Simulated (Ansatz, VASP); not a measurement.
# Cross-check of Ti11Ga10O37 (amorphous 31Ga2O3-69TiO2 (mol %)) between VASP and Ansatz

Wanted: the spread between two codes on one cell, functional and k mesh. Of the first pair: The structure shown is the start of the Ansatz relaxation below; VASP solves that cell, so the two are compared at the walk's first step.

Calculated with Ansatz 0.2.0; plane waves, with VASP 6.6.1 beside it; single point at PBE.

## Step 1: Set-up

The cell holds 116 atoms: 20 Ga, 22 Ti and 74 O. Its edges and angles: a = 11.537 Å, b = 10.874 Å, c = 11.179 Å, α = 93.0°, β = 88.0°, γ = 89.0°. As first built, before any earlier steps moved the atoms (in the runner's words): 116 atoms (20 Fe, 22 Ti, 74 O) placed at random at 3.92 g/cm^3, melted at 5000 K for 10 ps at fixed volume with the Morse and Coulomb pair potential with partial charges (Pedone, Malavasi, Menziani, Cormack and Segre, J. Phys. Chem. B 110, 11780 (2006)). Quenched from 5000 K to 300 K at 20 K/ps and fixed volume, held 10 ps at zero pressure, then minimised at fixed cell. Then Fe was replaced by Ga and the cell scaled by 1.006 (the potential has no terms for the new elements, so the cell is a start for a DFT relaxation).

## Step 2: Ansatz: relaxation, PBE

Ansatz runs on its PAW soft_1 files.

The two programs are compared at the cell with which this relaxation starts, whose forces are those of its first step.

The input, input.yaml:

```yaml
crystal:
  lattice:
    - [11.53486, 0.09875, 0.19633]
    - [0.09974, 10.86927, -0.29044]
    - [0.19829, -0.29044, 11.17368]
  atoms:
    - { symbol: Ga, position: [0.77079, 0.80699, 0.49771] }
    - { symbol: Ga, position: [0.60014, 0.32393, 0.23234] }
    - { symbol: Ga, position: [0.37666, 0.22235, 0.09198] }
    - { symbol: Ga, position: [0.06576, 0.80417, 0.53779] }
    - { symbol: Ga, position: [0.63609, 0.58302, 0.35179] }
    - { symbol: Ga, position: [0.13445, 0.05575, 0.03638] }
    - { symbol: Ga, position: [0.05217, 0.10164, 0.42539] }
    - { symbol: Ga, position: [0.62683, 0.87089, 0.9752] }
    - { symbol: Ga, position: [0.61049, 0.27058, 0.49121] }
    - { symbol: Ga, position: [0.8363, 0.41928, 0.51207] }
    - { symbol: Ga, position: [0.55538, 0.81755, 0.69576] }
    - { symbol: Ga, position: [0.03582, 0.53456, 0.65824] }
    - { symbol: Ga, position: [0.66468, 0.60593, 0.93584] }
    - { symbol: Ga, position: [0.3469, 0.89915, 0.88426] }
    - { symbol: Ga, position: [0.2864, 0.3596, 0.61596] }
    - { symbol: Ga, position: [0.3344, 0.94047, 0.17603] }
    - { symbol: Ga, position: [0.49658, 0.09234, 0.67399] }
    - { symbol: Ga, position: [0.14531, 0.30921, 0.24909] }
    - { symbol: Ga, position: [0.9959, 0.27449, 0.0028] }
    - { symbol: Ga, position: [0.24513, 0.99248, 0.60201] }
    - { symbol: Ti, position: [0.35035, 0.17945, 0.37237] }
    - { symbol: Ti, position: [0.03483, 0.54835, 0.35137] }
    - { symbol: Ti, position: [0.7991, 0.07445, 0.6078] }
    - { symbol: Ti, position: [0.8394, 0.75452, 0.74373] }
    - { symbol: Ti, position: [0.60646, 0.54418, 0.63388] }
    - { symbol: Ti, position: [0.82929, 0.77005, 0.21272] }
    - { symbol: Ti, position: [0.35081, 0.48425, 0.33796] }
    - { symbol: Ti, position: [0.12672, 0.80234, 0.80937] }
    - { symbol: Ti, position: [0.87999, 0.01198, 0.86092] }
    - { symbol: Ti, position: [0.12144, 0.59977, 0.03144] }
[... 80 atom lines left out ...]
    - { symbol: O, position: [0.31818, 0.8217, 0.55151] }
    - { symbol: O, position: [0.71324, 0.46705, 0.22479] }
    - { symbol: O, position: [0.91726, 0.59189, 0.2579] }
    - { symbol: O, position: [0.52511, 0.21797, 0.36106] }
    - { symbol: O, position: [0.14413, 0.13721, 0.59254] }
    - { symbol: O, position: [0.54972, 0.95042, 0.33328] }
kpoints:
  mp_grid: { grid: [1, 1, 1] }
hamiltonian:
  xc: pbe
  pseudopotentials: { kind: paw, azcp: { folder: soft_1 } }
scf:
  occupations: { method: fixed }
output:
  forces: true
  eigenvalues: true
  stress: true
relax:
  f_tol: 0.05
  max_steps: 70
```

The run is started by

```sh
> ansatz run input.yaml --threads 4 --pin off --max-ram 8192MiB --backend cpu --events-out ev --progress --plain --runs-dir out
```

Numbers of over 12 decimals in the logs are rounded to 6 here.

The log of the run:

```text
Warning: output.stress: scf.convergence.dr2_threshold = 1e-7 eV (the SCF's general default) is looser than the 1.08e-8 eV advised for a printed stress (1e-10 eV for each atom of the cell: 116, of which 108 are counted). What an SCF threshold leaves in a stress goes as its square root, and in the free energy as the threshold itself, and one threshold admits the most on a small cell: [figures from the program's tests c [...]
Engine: ansatz 0.2.0, x86_64-unknown-linux-gnu
Pseudopotentials: kind: paw
Pseudopotential: Ga, paw, valence charge 13, recommended cutoff 420 eV (normal), soft_1/Ga.paw.azcp
Pseudopotential: Ti, paw, valence charge 12, recommended cutoff 420 eV (normal), soft_1/Ti.paw.azcp
Pseudopotential: O, paw, valence charge 6, recommended cutoff 420 eV (normal), soft_1/O.paw.azcp
Functional definition: PBE
  parameter kappa = 0.804
  parameter beta = 0.066725
  exchange = pbe_x(kappa = kappa, mu = beta*pi^2/3)
  correlation = pbe_c(beta = beta)
Crystal: 116 atoms, lattice volume = 1399.388 Å³
Basis set: ecut = 420 eV, 27391 PW (Γ), exchange–correlation on 160×150×150 points (8 copies of the dense FFT grid, shifted against one another)
Bands: 600, of which v1, the nominal top of the filled ones, is band 484 counted from 1 (483 counted from 0)
Symmetry: 1 space group operations
Space group: P1 (ITA 1), of the structure as read, at distance tolerance 1.1e-4 Å
k-points: 1
Non-local potential: Ga, projectors of the file, l = 0: 2, l = 1: 2, l = 2: 3, l = 3: 1
Non-local potential: Ti, projectors of the file, l = 0: 3, l = 1: 2, l = 2: 3, l = 3: 1
Non-local potential: O, projectors of the file, l = 0: 2, l = 1: 2, l = 2: 1
PAW form: soft (Blöchl's): semilocal exchange-correlation on the pseudo side does not see the compensation charge
PAW one-centre angular grid: Ga, 590 points (default); XC on 64 Gauss nodes
PAW one-centre angular grid: Ti, 590 points (default); XC on 64 Gauss nodes
PAW one-centre angular grid: O, 110 points (default); XC on 64 Gauss nodes
Initial density: superposition of atomic densities (chi_scale 0.1, normalization cell, long waves kept (reshape's long-wave potential 0.19 eV rms))
Initial wavefunctions: pseudopotential atomic-orbital guess
Functional: x = pbe(κ = 0.804, μ = 0.219515), c = pbe(β = 0.066725)
SCF iter   1: F=—  HF=-172759.754081 eV  |F-HF|=—  |Δ(HF+E_count)|=         —  Δρ=8.84e-2  dr2=7.89e1  ethr=3.10e-3  ⟨swp⟩=4.0  Hψ=1669  notcnv=0  defer=112
preconditioner: auto → Resta (q_TF=auto, 2.566 Å⁻¹)  ε∞=6.0  [insulator: Δε(μ)=2.261 eV  Ē_g=12.442 eV  n_scr=404 (ndim 8)  ℏωp=27.9 eV  f_vac=0.024  ε∞_Penn≈6.0]
SCF iter   2: F=—  HF=-172742.995208 eV  |F-HF|=—  |Δ(HF+E_count)|=    1.68e1  Δρ=4.33e-2  dr2=1.98e1  ethr=3.10e-3  ⟨swp⟩=2.0  Hψ=1022  notcnv=0  defer=106
SCF iter   3: F=—  HF=-172740.108319 eV  |F-HF|=—  |Δ(HF+E_count)|=    2.89e0  Δρ=2.97e-2  dr2=1.41e1  ethr=2.04e-3  ⟨swp⟩=3.0  Hψ=1661  notcnv=0  defer=111
SCF iter   4: F=—  HF=-172738.255479 eV  |F-HF|=—  |Δ(HF+E_count)|=    1.85e0  Δρ=9.17e-3  dr2=1.49e0  ethr=1.46e-3  ⟨swp⟩=3.0  Hψ=1606  notcnv=0  defer=105
SCF iter   5: F=—  HF=-172738.332402 eV  |F-HF|=—  |Δ(HF+E_count)|=   7.69e-2  Δρ=5.14e-3  dr2=3.82e-1  ethr=1.54e-4  ⟨swp⟩=3.0  Hψ=972  notcnv=0  defer=112
SCF iter   6: F=—  HF=-172738.419471 eV  |F-HF|=—  |Δ(HF+E_count)|=   8.71e-2  Δρ=2.77e-3  dr2=1.28e-1  ethr=3.95e-5  ⟨swp⟩=3.0  Hψ=963  notcnv=0  defer=113
SCF iter   7: F=—  HF=-172738.451352 eV  |F-HF|=—  |Δ(HF+E_count)|=   3.19e-2  Δρ=1.46e-3  dr2=3.74e-2  ethr=1.32e-5  ⟨swp⟩=2.0  Hψ=1163  notcnv=0  defer=109
SCF iter   8: F=—  HF=-172738.453802 eV  |F-HF|=—  |Δ(HF+E_count)|=   2.45e-3  Δρ=5.04e-4  dr2=4.98e-3  ethr=3.87e-6  ⟨swp⟩=3.0  Hψ=834  notcnv=0  defer=114
SCF iter   9: F=—  HF=-172738.459303 eV  |F-HF|=—  |Δ(HF+E_count)|=   5.50e-3  Δρ=4.16e-4  dr2=2.91e-3  ethr=5.14e-7  ⟨swp⟩=2.0  Hψ=1085  notcnv=0  defer=114
SCF iter  10: F=—  HF=-172738.460291 eV  |F-HF|=—  |Δ(HF+E_count)|=   9.87e-4  Δρ=1.86e-4  dr2=5.93e-4  ethr=3.00e-7  ⟨swp⟩=2.0  Hψ=960  notcnv=0  defer=114
[...]
- { symbol: Ga, position: [0.834470, 0.420953, 0.514149] }
    - { symbol: Ga, position: [0.554895, 0.817173, 0.694108] }
    - { symbol: Ga, position: [0.036162, 0.534569, 0.657561] }
    - { symbol: Ga, position: [0.663181, 0.605708, 0.934626] }
    - { symbol: Ga, position: [0.346913, 0.897639, 0.882648] }
    - { symbol: Ga, position: [0.285647, 0.357933, 0.615954] }
    - { symbol: Ga, position: [0.332553, 0.940424, 0.175549] }
    - { symbol: Ga, position: [0.498635, 0.093610, 0.675215] }
    - { symbol: Ga, position: [0.145751, 0.308840, 0.249288] }
    - { symbol: Ga, position: [0.994650, 0.274630, 0.00430265] }
    - { symbol: Ga, position: [0.247008, 0.991180, 0.601835] }
    - { symbol: Ti, position: [0.350474, 0.179619, 0.371898] }
    - { symbol: Ti, position: [0.033830, 0.546035, 0.351194] }
    - { symbol: Ti, position: [0.800592, 0.076260, 0.608662] }
    - { symbol: Ti, position: [0.839805, 0.754634, 0.744133] }
    - { symbol: Ti, position: [0.605447, 0.543497, 0.634285] }
    - { symbol: Ti, position: [0.828489, 0.770967, 0.214720] }
    - { symbol: Ti, position: [0.351050, 0.484421, 0.336404] }
    - { symbol: Ti, position: [0.126992, 0.802950, 0.808845] }
    - { symbol: Ti, position: [0.880339, 0.012296, 0.861642] }
    - { symbol: Ti, position: [0.121615, 0.599028, 0.030554] }
    - { symbol: Ti, position: [0.864222, 0.245485, 0.272303] }
    - { symbol: Ti, position: [0.314493, 0.673357, 0.621413] }
    - { symbol: Ti, position: [0.033744, 0.225618, 0.682167] }
    - { symbol: Ti, position: [0.420629, 0.662953, 0.065848] }
    - { symbol: Ti, position: [0.634097, 0.023495, 0.218981] }
    - { symbol: Ti, position: [0.447649, 0.855941, 0.418880] }
    - { symbol: Ti, position: [0.623048, 0.154023, 0.956528] }
    - { symbol: Ti, position: [0.806541, 0.382040, 0.825663] }
    - { symbol: Ti, position: [0.368682, 0.470801, 0.878034] }
    - { symbol: Ti, position: [0.852882, 0.498482, 0.123560] }
    - { symbol: Ti, position: [0.112398, 0.835694, 0.270605] }
    - { symbol: Ti, position: [0.298014, 0.176969, 0.834119] }
    - { symbol: O, position: [0.138490, 0.665383, 0.642967] }
    - { symbol: O, position: [0.710882, 0.537542, 0.498873] }
    - { symbol: O, position: [0.523544, 0.128608, 0.842294] }
    - { symbol: O, position: [0.967832, 0.515623, 0.503912] }
    - { symbol: O, position: [0.373400, 0.232480, 0.690173] }
    - { symbol: O, position: [0.735780, 0.014204, 0.943494] }
    - { symbol: O, position: [0.722945, 0.753666, 0.871582] }
    - { symbol: O, position: [0.709505, 0.179433, 0.219456] }
    - { symbol: O, position: [0.695399, 0.742899, 0.635295] }
    - { symbol: O, position: [0.940429, 0.163593, 0.539692] }
    - { symbol: O, position: [0.381619, 0.097234, 0.214847] }
    - { symbol: O, position: [0.334595, 0.015200, 0.749909] }
    - { symbol: O, position: [0.322682, 0.491057, 0.723367] }
    - { symbol: O, position: [0.560849, 0.00818008, 0.072255] }
    - { symbol: O, position: [0.869691, 0.312386, 0.113327] }
    - { symbol: O, position: [0.389588, 0.597346, 0.201556] }
    - { symbol: O, position: [0.328635, 0.340176, 0.456031] }
    - { symbol: O, position: [0.178121, 0.478632, 0.298011] }
    - { symbol: O, position: [0.348354, 0.319577, 0.936807] }
    - { symbol: O, position: [0.511274, 0.868847, 0.850332] }
    - { symbol: O, position: [0.764244, 0.298781, 0.420721] }
    - { symbol: O, position: [0.524069, 0.712067, 0.408320] }
    - { symbol: O, position: [0.949103, 0.116324, 0.290974] }
    - { symbol: O, position: [0.724979, 0.251866, 0.877626] }
[...]
- { symbol: O, position: [0.179227, 0.182325, 0.351833] }
    - { symbol: O, position: [0.497908, 0.543291, 0.937033] }
    - { symbol: O, position: [0.319953, 0.821538, 0.551497] }
    - { symbol: O, position: [0.712711, 0.467468, 0.225750] }
    - { symbol: O, position: [0.916743, 0.590748, 0.258598] }
    - { symbol: O, position: [0.525542, 0.218276, 0.361218] }
    - { symbol: O, position: [0.145844, 0.135842, 0.593106] }
    - { symbol: O, position: [0.550085, 0.951511, 0.333614] }
```

## Step 3: VASP: single point, PBE, start cell, pair 1

The same cell, functional and mesh now go to VASP, with its own data sets.

Lines of VASP's logs that name or quote its potential files are left out, and so is its time.

The input, INCAR:

```
SYSTEM = Ti11Ga10O37
PREC = Accurate
ENCUT = 520
EDIFF = 1E-06
NELM = 120
ISMEAR = 0
SIGMA = 0.01
LREAL = Auto
ALGO = Normal
GGA = PE
NBANDS = 576
LASPH = .TRUE.
LORBIT = 11
LWAVE = .FALSE.
LCHARG = .FALSE.
ISIF = 2
GGA_COMPAT = .FALSE.
EFERMI = MIDGAP
NCORE = 4
```

The input, POSCAR:

```
Ti11Ga10O37
1.0
   11.5348600000      0.0987500000      0.1963300000
    0.0997400000     10.8692700000     -0.2904400000
    0.1982900000     -0.2904400000     11.1736800000
Ga Ti O
20 22 74
Direct
    0.7707869380      0.8069943749      0.4977102304
    0.6001391293      0.3239330867      0.2323368676
    0.3766568627      0.2223534043      0.0919778695
    0.0657619447      0.8041662996      0.5377862099
    0.6360887142      0.5830160684      0.3517863309
    0.1344468402      0.0557525518      0.0363798518
    0.0521732649      0.1016442074      0.4253905935
    0.6268272841      0.8708899481      0.9752003168
    0.6104894600      0.2705776330      0.4912105208
    0.8363034584      0.4192774723      0.5120679571
    0.5553769583      0.8175464734      0.6957610241
    0.0358185181      0.5345567035      0.6582365344
    0.6646805480      0.6059255559      0.9358410377
    0.3469031401      0.8991466631      0.8842602136
    0.2864009621      0.3596024985      0.6159576656
    0.3344030897      0.9404682813      0.1760294056
    0.4965768519      0.0923443934      0.6739881196
    0.1453131455      0.3092108946      0.2490923207
    0.9959000207      0.2744865459      0.0028009413
    0.2451298134      0.9924806583      0.6020066573
    0.3503523160      0.1794466056      0.3723691570
    0.0348277675      0.5483545308      0.3513727218
    0.7991041230      0.0744500029      0.6077975337
    0.8394006378      0.7545234641      0.7437338699
    0.6064600186      0.5441778982      0.6338811147
    0.8292875115      0.7700507566      0.2127177013
    0.3508136954      0.4842472934      0.3379611311
    0.1267188616      0.8023409338      0.8093710565
    0.8799927861      0.0119829071      0.8609170239
    0.1214358671      0.5997678281      0.0314359337
[... 80 atom lines left out ...]
    0.3181820235      0.8216982195      0.5515090243
    0.7132417215      0.4670465489      0.2247888120
    0.9172564909      0.5918912885      0.2579028520
    0.5251094460      0.2179735040      0.3610639903
    0.1441300512      0.1372092623      0.5925401484
    0.5497177876      0.9504239509      0.3332845615
```

The input, KPOINTS:

```
Automatic mesh
0
Gamma
1 1 1
0 0 0
```

The projector-augmented-wave data sets are Ga_d, Ti_sv and O (PBE family, release 64).

The run is started by

```sh
> mpirun -np 16 vasp_gam
```

The log of the run:

```text
[banner, memory and clock lines left out]
running   16 mpi-ranks, on    1 nodes
[...]
LDA part: xc-table for (Slater+PW92), standard interpolation
 POSCAR, INCAR and KPOINTS ok, starting setup
[...]
entering main loop
       N       E                     dE             d eps       ncg     rms          rms(c)
DAV:   1     0.245419757424E+05    0.24542E+05   -0.41795E+05  1152   0.282E+03
DAV:   2     0.629062051961E+04   -0.18251E+05   -0.17466E+05  1152   0.894E+02
DAV:   3     0.360271788939E+03   -0.59303E+04   -0.54622E+04  1512   0.378E+02
DAV:   4    -0.982572667241E+03   -0.13428E+04   -0.13207E+04  1600   0.165E+02
[...]
DAV:  20    -0.875790232368E+03   -0.38546E-05   -0.42953E-05  1648   0.196E-02    0.796E-03
DAV:  21    -0.875790233371E+03   -0.10030E-05   -0.12621E-05  1328   0.116E-02    0.354E-03
DAV:  22    -0.875790233899E+03   -0.52816E-06   -0.45780E-06   896   0.892E-03
   1 F= -.87579023E+03 E0= -.87579023E+03  d E =0.000000E+00
```

OUTCAR, selected parts (step 3):

```text
  FREE ENERGIE OF THE ION-ELECTRON SYSTEM (eV)
  ---------------------------------------------------
  free  energy   TOTEN  =      -875.7902338988 eV

  energy  without entropy=     -875.7902338988  energy(sigma->0) =     -875.79023390
```

The run ends at a pressure of -1.10 GPa, with forces up to 0.34 eV/Å.

## Step 4: Side by side

Known differences besides the potentials themselves: fixed occupations in Ansatz, narrow Gaussian smearing in VASP; the cutoff is 420 eV in Ansatz and 520 eV in VASP (PREC = Accurate, projectors in real space). Total energies have different zeros and are not compared.

Forces on 10 of the 116 atoms, those with the largest forces and the largest differences (eV/Å; atoms numbered as in POSCAR):

```
atom         Ansatz x, y, z           VASP x, y, z
Ti26    0.177, 0.179, 0.060    0.177, 0.203, 0.108
Ti30  0.091, -0.184, -0.010  0.142, -0.226, -0.002
Ti31   0.075, -0.063, 0.056   -0.038, 0.030, 0.045
Ti39    0.107, 0.186, 0.156    0.121, 0.190, 0.124
Ti41  -0.420, 0.086, -0.133  -0.314, 0.097, -0.099
Ti42  -0.400, 0.050, -0.088  -0.281, 0.034, -0.065
 O58  -0.018, 0.004, -0.017  -0.041, -0.052, 0.102
 O65   -0.057, 0.140, 0.015    0.017, 0.015, 0.013
 O81   0.175, -0.164, 0.016   0.139, -0.132, 0.007
O101   0.377, -0.048, 0.042   0.257, -0.029, 0.039
```

The forces differ by 33 meV/Å r.m.s., which is 51.3 % of the r.m.s. force of 0.065 eV/Å (both taken over all components).

## Step 5: Ansatz: relaxation, PBE

This run makes the geometry at which the two programs are then compared.

The structure compared here is the end of the Ansatz relaxation.

input.yaml is that of step 2.

The run is started by

```sh
> ansatz run input.yaml --threads 4 --pin off --max-ram 8192MiB --backend cpu --events-out ev --progress --plain --runs-dir out
```

The log of the run:

```text
[...]
Crystal: 116 atoms, lattice volume = 1399.388 Å³
Basis set: ecut = 420 eV, 27391 PW (Γ), exchange–correlation on 160×150×150 points (8 copies of the dense FFT grid, shifted against one another)
Bands: 600, of which v1, the nominal top of the filled ones, is band 484 counted from 1 (483 counted from 0)
Symmetry: 1 space group operations
[...]
k-points: 1
[...]
- { symbol: O, position: [0.710882, 0.537542, 0.498873] }
    - { symbol: O, position: [0.523544, 0.128608, 0.842294] }
    - { symbol: O, position: [0.967832, 0.515623, 0.503912] }
    - { symbol: O, position: [0.373400, 0.232480, 0.690173] }
    - { symbol: O, position: [0.735780, 0.014204, 0.943494] }
    - { symbol: O, position: [0.722945, 0.753666, 0.871582] }
    - { symbol: O, position: [0.709505, 0.179433, 0.219456] }
[...]
- { symbol: O, position: [0.916743, 0.590748, 0.258598] }
    - { symbol: O, position: [0.525542, 0.218276, 0.361218] }
    - { symbol: O, position: [0.145844, 0.135842, 0.593106] }
    - { symbol: O, position: [0.550085, 0.951511, 0.333614] }
```

(Part 1 of 2 ends here.)

[Lines on the potential files, build, host, timing and source positions are cut from VASP's logs without a mark.]

[Logs are printed without paths, hosts, clocks, repeated set-up lines and the standing remarks that a program may print on its own settings, such as how far it seeks lower states.]

[Hosts, paths, dates, database ids (printed as entryN), source tags and the programs' standing remarks are cut or masked in the printed files.]
